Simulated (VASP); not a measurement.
Output of a VASP run:

**OUTCAR**
```
 ion  position               nearest neighbor table
   1  0.000  0.000  0.000-   2 1.57   2 1.57   2 1.57   2 1.57
   2  0.250  0.250  0.250-   1 1.57   1 1.57   1 1.57   1 1.57
  LATTYP: Found a face centered cubic cell.
 ALAT       =     3.6195363794
 Subroutine PRICEL returns:
 Original cell was already a primitive cell.
 Subroutine GETGRP returns: Found 24 space group operations
The static configuration has the point symmetry T_d .
The dynamic configuration has the point symmetry T_d .
 Subroutine INISYM returns: Found 24 space group operations
 Subroutine IBZKPT returns following result:
 Found    104 irreducible k-points:

 Following reciprocal coordinates:
            Coordinates               Weight
  0.000000  0.000000  0.000000      1.000000
  0.071429  0.000000  0.000000      8.000000
  0.142857  0.000000  0.000000      8.000000
  0.214286  0.000000  0.000000      8.000000
  0.285714  0.000000  0.000000      8.000000
  0.357143  0.000000  0.000000      8.000000
  0.428571  0.000000  0.000000      8.000000
  0.500000  0.000000  0.000000      4.000000
  0.071429  0.071429  0.000000      6.000000
  0.142857  0.071429  0.000000     24.000000
  0.214286  0.071429  0.000000     24.000000
  0.285714  0.071429  0.000000     24.000000
  0.357143  0.071429  0.000000     24.000000
  0.428571  0.071429  0.000000     24.000000
  0.500000  0.071429  0.000000     24.000000
 -0.428571  0.071429  0.000000     24.000000
 -0.357143  0.071429  0.000000     24.000000
 -0.285714  0.071429  0.000000     24.000000
 -0.214286  0.071429  0.000000     24.000000
 -0.142857  0.071429  0.000000     24.000000
 -0.071429  0.071429  0.000000     12.000000
  0.142857  0.142857  0.000000      6.000000
  0.214286  0.142857  0.000000     24.000000
  0.285714  0.142857  0.000000     24.000000
  0.357143  0.142857  0.000000     24.000000
  0.428571  0.142857  0.000000     24.000000
  0.500000  0.142857  0.000000     24.000000
 -0.428571  0.142857  0.000000     24.000000
 -0.357143  0.142857  0.000000     24.000000
 -0.285714  0.142857  0.000000     24.000000
 -0.214286  0.142857  0.000000     24.000000
 -0.142857  0.142857  0.000000     12.000000
  0.214286  0.214286  0.000000      6.000000
  0.285714  0.214286  0.000000     24.000000
  0.357143  0.214286  0.000000     24.000000
  0.428571  0.214286  0.000000     24.000000
  0.500000  0.214286  0.000000     24.000000
 -0.428571  0.214286  0.000000     24.000000
 -0.357143  0.214286  0.000000     24.000000
 -0.285714  0.214286  0.000000     24.000000
   k-points           NKPTS =    104   k-points in BZ     NKDIM =    104   number of bands    NBANDS=      8
   number of dos      NEDOS =    601   number of ions     NIONS =      2
   total plane-waves  NPLWV =   8000
   dimension x,y,z NGX =    20 NGY =   20 NGZ =   20
   dimension x,y,z NGXF=    40 NGYF=   40 NGZF=   40
   ions per type =               1   1
   PREC   = accura    normal or accurate (medium, high low for compatibility)
   ISTART =      0    job   : 0-new  1-cont  2-samecut
   ICHARG =      2    charge: 1-file 2-atom 10-const
   ISPIN  =      1    spin polarized calculation?
   LNONCOLLINEAR =      F non collinear calculations
   LSORBIT =      F    spin-orbit coupling
   INIWAV =      1    electr: 0-lowe 1-rand  2-diag
   ENCUT  =  520.0 eV  38.22 Ry    6.18 a.u.   4.76  4.76  4.76*2*pi/ulx,y,z
   NELM   =    100;   NELMIN=  2; NELMDL= -5     # of ELM steps
   EDIFF  = 0.1E-06   stopping-criterion for ELM
   LREAL  =      F    real-space projection
   NLSPLINE    = F    spline interpolate recip. space projectors
   LMAXMIX     =    2 max onsite mixed and CHGCAR
   VOSKOWN=      0    Vosko Wilk Nusair interpolation
   EDIFFG = 0.1E-05   stopping-criterion for IOM
   NSW    =      0    number of steps for IOM
   NBLOCK =      1;   KBLOCK =      1    inner block; outer block
   IBRION =     -1    ionic relax: 0-MD 1-quasi-New 2-CG
...
```

### OSZICAR
```
       N       E                     dE             d eps       ncg     rms          rms(c)
DAV:   1     0.113678467393E+02    0.11368E+02   -0.53376E+03  1728   0.100E+03
DAV:   2    -0.165323097291E+02   -0.27900E+02   -0.27670E+02  2304   0.177E+02
DAV:   3    -0.167369566910E+02   -0.20465E+00   -0.20465E+00  1944   0.189E+01
DAV:   4    -0.167371600001E+02   -0.20331E-03   -0.20331E-03  2280   0.510E-01
DAV:   5    -0.167371600870E+02   -0.86885E-07   -0.86885E-07  1824   0.768E-03    0.676E+00
DAV:   6    -0.158642247221E+02    0.87294E+00   -0.35287E+00  2104   0.136E+01    0.331E+00
DAV:   7    -0.157981663956E+02    0.66058E-01   -0.95613E-02  2264   0.287E+00    0.192E+00
DAV:   8    -0.157820338213E+02    0.16133E-01   -0.40561E-02  2008   0.170E+00    0.148E-01
DAV:   9    -0.157821090776E+02   -0.75256E-04   -0.52953E-04  1728   0.242E-01    0.725E-02
DAV:  10    -0.157821678168E+02   -0.58739E-04   -0.10038E-04  2264   0.110E-01    0.123E-02
DAV:  11    -0.157821704870E+02   -0.26702E-05   -0.67727E-06  1880   0.236E-02    0.763E-03
DAV:  12    -0.157821705527E+02   -0.65649E-07   -0.13718E-06  2088   0.960E-03    0.281E-04
DAV:  13    -0.157821705561E+02   -0.34463E-08   -0.16809E-08   832   0.163E-03
   1 F= -.15782171E+02 E0= -.15782171E+02  d E =0.000000E+00
```

OUTCAR:
```
------------------------ aborting loop because EDIFF is reached ----------------------------------------
  FORCE on cell =-STRESS in cart. coord.  units (eV):
  Direction    XX          YY          ZZ          XY          YZ          ZX
  --------------------------------------------------------------------------------------
  Total        0.0005910      0.0005910      0.0005910     -0.0000000      0.0000000     -0.0000000
  in kB        0.0798680      0.0798680      0.0798680     -0.0000000      0.0000000     -0.0000000
  external PRESSURE =       0.0798680 kB  Pullay stress =       0.0000000 kB
  volume of cell :       11.85
      direct lattice vectors                 reciprocal lattice vectors
     0.000000000  1.809768190  1.809768190    -0.276278477  0.276278477  0.276278477
     1.809768190  0.000000000  1.809768190     0.276278477 -0.276278477  0.276278477
     1.809768190  1.809768190  0.000000000     0.276278477  0.276278477 -0.276278477
  FREE ENERGIE OF THE ION-ELECTRON SYSTEM (eV)
  ---------------------------------------------------
  free  energy   TOTEN  =       -15.7821705561 eV

  energy  without entropy=      -15.7821705561  energy(sigma->0) =      -15.78217056

 total charge

# of ion       s       p       d       tot
------------------------------------------
    1        0.675   1.350   0.000   2.025
    2        1.210   2.762   0.000   3.972
--------------------------------------------------
tot          1.885   4.112   0.000   5.997
```
(Selected blocks of OUTCAR.)

### POSCAR
```
BN
1
   -0.0000000000     1.8097681897     1.8097681897
    1.8097681897     0.0000000000     1.8097681897
    1.8097681897     1.8097681897    -0.0000000000
B N
1 1
Direct
  0.0000000000   0.0000000000   0.0000000000
  0.2500000000   0.2500000000   0.2500000000
```

Question: Write an INCAR and KPOINTS that could have produced this output.

Answer: This is not unique; one that fits is the input of the run itself, vdW-DF-cx, plane waves, VASP's PBE PAW potentials (set 64).

### INCAR
```
SYSTEM = BN
PREC = Accurate
ENCUT = 520
EDIFF = 1E-7
NELM = 100
ALGO = Normal
LREAL = .FALSE.
LASPH = .TRUE.
ISMEAR = -5
GGA = CX
LUSE_VDW = .TRUE.
AGGAC = 0.0
LWAVE = .FALSE.
LCHARG = .TRUE.
LORBIT = 11
NEDOS = 601
ISIF = 2
```

**KPOINTS**
```
Automatic mesh
0
Gamma
14 14 14
0 0 0
```

POTCAR, in this order: B N (PBE.64 set). Program: vasp_std.

The compound is BN in the zinc blende structure. It was relaxed first.
